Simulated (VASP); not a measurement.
# KTlIF: structure and properties in VASP, part 3 of 6

Wanted: the relaxed cell of KTlIF and its properties. The cell is invented: it takes the structure of a Materials Project entry for KNaICl (space group 123 there), with some of its atoms replaced by other elements, volume scaled by an estimate. It may not be a known or stable phase.

VASP 6.6.1, plane waves and PAW; the level of theory is named at each step.

So far, gap on the k-mesh (eV): step 2 (rough relaxation of the start cell) 2.70; step 3 (relaxing cell and atoms (revPBE)) 3.10. The relaxed cell has a = 4.822, c = 6.822 Å (conventional setting).

The structure was built from a prototype and need not be the compound's stable phase.

**5. Bands along the symmetry lines (revPBE)**

Level of this step: revPBE; plane waves and PAW (Tl_d, I, K_sv, F); invented cell (VASP).

The mesh alone shows little of the dispersion and can miss band extrema, so KPOINTS_OPT adds a path through the symmetry points after the self-consistent cycle.

File INCAR:

```
SYSTEM = KTlIF
PREC = Accurate
ENCUT = 520
EDIFF = 1E-06
NELM = 100
ISMEAR = -1
SIGMA = 0.05
LREAL = .FALSE.
ALGO = Normal
GGA = RE
NBANDS = 32
LORBIT = 11
LWAVE = .FALSE.
LCHARG = .FALSE.
KPAR = 2
```

File POSCAR:

```
KTlIF
1.0
    4.8223731690      0.0000000000      0.0000000000
    0.0000000000      4.8223731690      0.0000000000
    0.0000000000      0.0000000000      6.8215966159
Tl I K F
1 1 1 1
Direct
    0.0000000000      0.0000000000      0.0000000000
    0.5000000000      0.5000000000      0.0000000000
    0.5000000000      0.5000000000      0.5000000000
    0.0000000000      0.0000000000      0.5000000000
```

File KPOINTS:

```
Automatic mesh
0
Gamma
5 5 4
0 0 0
```

File KPOINTS_OPT:

```
Line mode
16
Line-mode
Reciprocal
  0.00000000   0.00000000   0.00000000 GAMMA
  0.00000000   0.50000000   0.00000000 X

  0.00000000   0.50000000   0.00000000 X
  0.50000000   0.50000000   0.00000000 M

  0.50000000   0.50000000   0.00000000 M
  0.00000000   0.00000000   0.00000000 GAMMA

  0.00000000   0.00000000   0.00000000 GAMMA
  0.00000000   0.00000000   0.50000000 Z

  0.00000000   0.00000000   0.50000000 Z
  0.00000000   0.50000000   0.50000000 R

  0.00000000   0.50000000   0.50000000 R
  0.50000000   0.50000000   0.50000000 A

  0.50000000   0.50000000   0.50000000 A
  0.00000000   0.00000000   0.50000000 Z

  0.00000000   0.50000000   0.00000000 X
  0.00000000   0.50000000   0.50000000 R

  0.50000000   0.50000000   0.00000000 M
  0.50000000   0.50000000   0.50000000 A
```

Potentials, in the order of the species: Tl_d, I, K_sv and F (PBE family, release 64).

Started as:

```console
mpirun -np 2 vasp_std
```

The log of the run:

```text
[... set-up lines as in an earlier step ...]
 entering main loop
       N       E                     dE             d eps       ncg     rms          rms(c)
DAV:   1     0.222652869382E+03    0.22265E+03   -0.16123E+04  1152   0.956E+02
DAV:   2     0.154197209120E+01   -0.22111E+03   -0.21246E+03  1344   0.250E+02
DAV:   3    -0.134562269505E+02   -0.14998E+02   -0.14913E+02  1680   0.555E+01
DAV:   4    -0.138456922198E+02   -0.38947E+00   -0.38836E+00  1664   0.691E+00
DAV:   5    -0.138560012283E+02   -0.10309E-01   -0.10309E-01  1584   0.889E-01    0.751E+00
DAV:   6    -0.118354781496E+02    0.20205E+01   -0.63109E+00  1344   0.829E+00    0.349E+00
DAV:   7    -0.117232971069E+02    0.11218E+00   -0.22279E-01  1320   0.201E+00    0.215E+00
DAV:   8    -0.116659237693E+02    0.57373E-01   -0.17431E-01  1248   0.223E+00    0.346E-01
DAV:   9    -0.116739759930E+02   -0.80522E-02   -0.26943E-02  1464   0.643E-01    0.233E-01
DAV:  10    -0.116771265341E+02   -0.31505E-02   -0.27992E-03  1280   0.254E-01    0.111E-01
DAV:  11    -0.116780330681E+02   -0.90653E-03   -0.22258E-03  1304   0.205E-01    0.498E-02
DAV:  12    -0.116780514126E+02   -0.18344E-04   -0.35464E-04  1472   0.694E-02    0.246E-02
DAV:  13    -0.116780576339E+02   -0.62214E-05   -0.43401E-05  1336   0.256E-02    0.682E-03
DAV:  14    -0.116780624473E+02   -0.48133E-05   -0.12493E-05  1344   0.155E-02    0.738E-03
DAV:  15    -0.116780628059E+02   -0.35865E-06   -0.18883E-06  1344   0.534E-03
   1 F= -.11678063E+02 E0= -.11678063E+02  d E =-.193368E-10
 Start KPOINTS_OPT (optional k-point list driver)
k-point batch [1-18\144]
       N       E                     dE             ncg
DAV:   1    -0.160967077532E+04   -0.93350E+04     1160
DAV:   2    -0.546281118012E+04   -0.38531E+04     1360
DAV:   3    -0.573376017271E+04   -0.27095E+03     1696
DAV:   4    -0.574038676132E+04   -0.66266E+01     1768
DAV:   5    -0.574061834209E+04   -0.23158E+00     1576
DAV:   6    -0.574062126693E+04   -0.29248E-02     1544
DAV:   7    -0.574062135560E+04   -0.88669E-04     1672
DAV:   8    -0.574062135689E+04   -0.12907E-05     1144
DAV:   9    -0.574062135696E+04   -0.68965E-07      992
[...]
k-point batch [127-144\144]
       N       E                     dE             ncg
DAV:   1    -0.180921666323E+04   -0.20706E+05     1168
DAV:   2    -0.554658596897E+04   -0.37374E+04     1368
DAV:   3    -0.580013344918E+04   -0.25355E+03     1760
DAV:   4    -0.580767624882E+04   -0.75428E+01     1688
DAV:   5    -0.580788819453E+04   -0.21195E+00     1608
DAV:   6    -0.580789068123E+04   -0.24867E-02     1592
DAV:   7    -0.580789075693E+04   -0.75699E-04     1616
DAV:   8    -0.580789075831E+04   -0.13788E-05     1280
DAV:   9    -0.580789075839E+04   -0.80609E-07      992
```

Run time: 2.7 min. Hardware: 2 MPI ranks of Intel Xeon Platinum 8259CL at 2.50GHz (Skylake/Cascade Lake), shared host; peak memory 0.7 GiB.

OUTCAR, selected parts (step 5):

```text
   k-points           NKPTS =     18   k-points in BZ     NKDIM =     18   number of bands    NBANDS=     32

   NELECT =      36.0000    total number of electrons

 E-fermi :   1.0829

 k-point     1 :       0.0000    0.0000    0.0000
  band No.  band energies     occupation
    ...
     14      -1.6861      2.00000
     15      -1.6861      2.00000
     16      -0.6791      2.00000
     17      -0.5818      2.00000
     18      -0.5818      2.00000
     19       4.3030      0.00000
     20       4.5344      0.00000
     21       5.6049      0.00000
     22       5.9679      0.00000
     23       5.9679      0.00000
    ...

  Total        0.0105131      0.0105131      0.0288134      0.0000000     -0.0000000     -0.0000000
  in kB        0.1061781      0.1061781      0.2910034      0.0000000     -0.0000000     -0.0000000
  external PRESSURE =       0.1677865 kB  Pullay stress =       0.0000000 kB

  FREE ENERGIE OF THE ION-ELECTRON SYSTEM (eV)
  ---------------------------------------------------
  free  energy   TOTEN  =       -11.6780628059 eV

  energy  without entropy=      -11.6780628059  energy(sigma->0) =      -11.67806281

[... 9 parts as in an earlier step ...]

[... 8 further parts left out ...]
```

Spin-orbit coupling is off here; it can split and shift levels that hold much weight on Tl and I by tenths of an eV or more.

Numbers from this step:

| Property | Result |
| --- | --- |
| bands | 32 |
| Fermi energy | 1.083 eV |
| pressure | 0.01678 GPa |
| least gap on mesh and path | 2.700 eV |
| least direct gap on mesh and path | 2.703 eV |
| valence top at k | 0, 0.5, 0.5 |
| conduction bottom at k | 0, 0.5, 0 |
| least direct gap at k | 0, 0.5, 0.5 |

Electronic bands along the path, in eV, zero at the valence-band top; v1 is the highest filled band, c1 the lowest empty one:

```csv
point,v4,v3,v2,v1,c1,c2,c3,c4
Γ,-1.78,-0.78,-0.68,-0.68,4.21,4.44,5.51,5.87
0.47 of the way,-1.06,-0.82,-0.73,-0.70,3.98,3.99,4.69,4.82
X,-0.91,-0.86,-0.72,-0.10,2.70,3.52,3.65,5.63
0.47 of the way,-1.32,-0.89,-0.80,-0.72,3.81,4.07,4.90,5.92
M,-1.49,-0.87,-0.75,-0.75,4.54,5.49,5.49,5.97
0.47 of the way,-0.86,-0.83,-0.72,-0.70,3.50,3.94,5.31,5.41
Γ,-1.78,-0.78,-0.68,-0.68,4.21,4.44,5.51,5.87
0.47 of the way,-1.79,-0.72,-0.68,-0.68,3.79,5.13,5.61,5.86
Z,-1.79,-0.69,-0.69,-0.62,3.46,5.78,5.85,5.85
0.53 of the way,-1.01,-0.75,-0.70,-0.50,3.24,3.83,4.46,6.21
R,-0.79,-0.75,-0.72,0.00,2.70,2.99,3.63,6.26
0.53 of the way,-1.60,-0.78,-0.75,-0.58,3.38,4.44,5.13,6.12
A,-1.77,-0.78,-0.78,-0.60,3.87,5.89,5.89,5.96
0.53 of the way,-0.83,-0.75,-0.73,-0.41,3.32,3.40,5.38,6.34
Z,-1.79,-0.69,-0.69,-0.62,3.46,5.78,5.85,5.85
jump to X,-0.91,-0.86,-0.72,-0.10,2.70,3.52,3.65,5.63
0.47 of the way,-0.84,-0.82,-0.72,-0.07,2.70,3.28,3.64,6.00
R,-0.79,-0.75,-0.72,0.00,2.70,2.99,3.63,6.26
jump to M,-1.49,-0.87,-0.75,-0.75,4.54,5.49,5.49,5.97
0.47 of the way,-1.62,-0.76,-0.76,-0.75,4.22,5.65,5.65,5.97
A,-1.77,-0.78,-0.78,-0.60,3.87,5.89,5.89,5.96
```

Of the projections kept (Tl, I, K, F), the largest for each band there, as a share of the weight inside these atoms' spheres; weight between the spheres isn't counted:

```csv
point,v4,v3,v2,v1,c1,c2,c3,c4
Γ,I 0.92,F 0.91,F 0.99,F 0.99,K 0.52,Tl 0.64,I 0.45,Tl 0.77
X,F 0.98,F 0.99,F 1.00,I 0.64,Tl 0.71,Tl 0.61,Tl 0.86,K 0.48
M,I 0.97,F 0.98,F 0.99,F 0.99,Tl 0.80,K 0.60,K 0.60,I 0.49
Γ,I 0.92,F 0.91,F 0.99,F 0.99,K 0.52,Tl 0.64,I 0.45,Tl 0.77
Z,I 0.93,F 1.00,F 1.00,F 0.96,Tl 0.58,I 0.63,Tl 0.77,Tl 0.77
R,F 0.96,F 0.87,F 1.00,I 0.50,Tl 0.76,Tl 0.86,Tl 0.88,K 0.50
```

The path lowers the gap by 0.39 eV against the mesh alone, so a band edge lies off the mesh.

**6. Total and projected DOS (revPBE)**

Here the states are counted by energy and projected on the atoms. The mesh is finer than in the run before.

INCAR, as its differences from that of step 5:

```diff
@@ -5,3 +5,3 @@
 NELM = 100
-ISMEAR = -1
+ISMEAR = -5
 SIGMA = 0.05
@@ -15 +15,2 @@
 KPAR = 2
+NEDOS = 2001
```

POSCAR is that of step 5.

File KPOINTS:

```
Automatic mesh
0
Gamma
7 7 5
0 0 0
```

Started as:

```console
mpirun -np 2 vasp_std
```

The log of the run:

```text
[... set-up lines as in an earlier step ...]
 entering main loop
       N       E                     dE             d eps       ncg     rms          rms(c)
DAV:   1     0.221019673461E+03    0.22102E+03   -0.16082E+04  1928   0.952E+02
DAV:   2     0.131871606613E+01   -0.21970E+03   -0.21276E+03  2232   0.250E+02
DAV:   3    -0.134882105079E+02   -0.14807E+02   -0.14730E+02  2832   0.555E+01
DAV:   4    -0.138445549721E+02   -0.35634E+00   -0.35516E+00  2784   0.684E+00
DAV:   5    -0.138553103092E+02   -0.10755E-01   -0.10755E-01  2608   0.838E-01    0.751E+00
DAV:   6    -0.118349605090E+02    0.20203E+01   -0.63307E+00  2240   0.830E+00    0.349E+00
DAV:   7    -0.117225321483E+02    0.11243E+00   -0.22120E-01  2264   0.202E+00    0.215E+00
DAV:   8    -0.116649941825E+02    0.57538E-01   -0.17071E-01  2200   0.225E+00    0.355E-01
DAV:   9    -0.116732416935E+02   -0.82475E-02   -0.28776E-02  2416   0.669E-01    0.233E-01
DAV:  10    -0.116762876973E+02   -0.30460E-02   -0.27218E-03  2232   0.247E-01    0.115E-01
DAV:  11    -0.116772781250E+02   -0.99043E-03   -0.24319E-03  2176   0.214E-01    0.495E-02
DAV:  12    -0.116772924186E+02   -0.14294E-04   -0.37228E-04  2440   0.718E-02    0.252E-02
DAV:  13    -0.116772981577E+02   -0.57391E-05   -0.46506E-05  2216   0.274E-02    0.670E-03
DAV:  14    -0.116773029568E+02   -0.47991E-05   -0.13617E-05  2232   0.162E-02    0.759E-03
DAV:  15    -0.116773032393E+02   -0.28251E-06   -0.16262E-06  2304   0.503E-03
   1 F= -.11677303E+02 E0= -.11677303E+02  d E =0.000000E+00
```

The job ended after 55 s (2 MPI ranks; peak memory 0.68 GiB).

OUTCAR, selected parts (step 6):

```text
   k-points           NKPTS =     30   k-points in BZ     NKDIM =     30   number of bands    NBANDS=     32

   NELECT =      36.0000    total number of electrons

 E-fermi :   0.0187

 k-point     1 :       0.0000    0.0000    0.0000
  band No.  band energies     occupation
    ...
     14      -1.6855      2.00000
     15      -1.6855      2.00000
     16      -0.6790      2.00000
     17      -0.5818      2.00000
     18      -0.5818      2.00000
     19       4.3031      0.00000
     20       4.5346      0.00000
     21       5.6054      0.00000
     22       5.9681      0.00000
     23       5.9681      0.00000
    ...

  Total        0.0172214      0.0172214      0.0266259      0.0000000     -0.0000000      0.0000000
  in kB        0.1739287      0.1739287      0.2689102      0.0000000     -0.0000000      0.0000000
  external PRESSURE =       0.2055892 kB  Pullay stress =       0.0000000 kB

  FREE ENERGIE OF THE ION-ELECTRON SYSTEM (eV)
  ---------------------------------------------------
  free  energy   TOTEN  =       -11.6773032393 eV

  energy  without entropy=      -11.6773032393  energy(sigma->0) =      -11.67730324

[... 7 parts as in an earlier step ...]

[... 10 further parts left out ...]
```

This step gave:

```
irreducible k-points           : 30
Fermi energy                   : 0.0187 eV
pressure                       : 0.02056 GPa
valence top at k               : 0.4286, 0, 0.4
conduction bottom at k         : 0.4286, 0, 0
least direct gap at k          : 0.4286, 0, 0.4
gap on the k-mesh              : 2.925 eV
least direct gap on the k-mesh : 2.932 eV
```

The density of states has structure finer than the step of the table below, so its rows give means over 1 eV, whole bins alone (the curve runs from -12.0 to 7.38 eV). Peaks (eV: height): total -11.6: 11.8, -10.2: 82.7, -0.7: 29.6; F p -0.7: 20.6; I p -1.7: 3.31, -0.5: 0.972; Tl p -1.8: 0.144, 3.5: 1.07, 5.5: 0.577, 6.0: 0.326; Tl s -4.6: 2.37, -0.5: 0.531.

States under -12.0 eV and over 7.4 eV are left out. Table of density of states by energy, zero at the valence-band top; means over each step; values in states/eV/cell:

```csv
energy (eV),total,F p,I p,Tl p,Tl s,I s,Tl d
-11,0.323,0,1.1e-5,5.1e-4,5.3e-4,0.216,0.0119
-10,9.99,2.1e-4,0.00477,2.2e-4,4.9e-4,0.0852,9.52
-9,0,0,0,0,0,0,0
-8,0,0,0,0,0,0,0
-7,0,0,0,0,0,0,0
-6,0,0,0,0,0,0,0
-5,1.39,0.00460,0.108,0.00148,0.681,0.0120,0.00380
-4,0.608,0.00255,0.0295,7.9e-4,0.328,0.0129,6.8e-4
-3,0.0668,1.2e-4,0.0260,0.00345,7.9e-5,2.2e-5,8.8e-5
-2,3.60,0.0337,1.60,0.0786,0.0321,0.00222,0.0143
-1,7.21,3.89,0.816,0.0401,0.139,0.00413,0.0178
0,1.12,0.381,0.240,0.00738,0.141,0.00161,0.00434
1,0,0,0,0,0,0,0
2,0,0,0,0,0,0,0
3,1.05,0.0158,0.0271,0.243,0.00331,0.0228,8.1e-4
4,2.85,0.0820,0.114,0.699,0.0137,0.0346,0.00462
5,1.92,0.0168,0.194,0.419,0.0114,0.0108,0.0103
6,2.85,0.0737,0.139,0.217,0.00566,0.00796,0.0270
```

The gap on this mesh is 2.93 eV, over the 2.70 eV of the band run, since this mesh misses a band edge. In the top eV of the valence band the largest shares in the PAW spheres are F p 59 % and I p 8 %. The rest lies in smaller channels or between the spheres.

[end of part 3 of 6]

[Lines on the potential files, build, host, timing and source positions are cut from VASP's logs without a mark.]

[Logs are printed without paths, hosts, clocks, repeated set-up lines and the standing remarks that a program may print on its own settings, such as how far it seeks lower states.]

[Hosts, paths, dates, database ids (printed as entryN), source tags and the programs' standing remarks are cut or masked in the printed files.]

[A measured line is paired with the nearest computed mode of its activity, which favours agreement.]

[In band tables of VASP the shares of atoms and orbitals are scaled to a sum of 1 inside the atoms' spheres.]
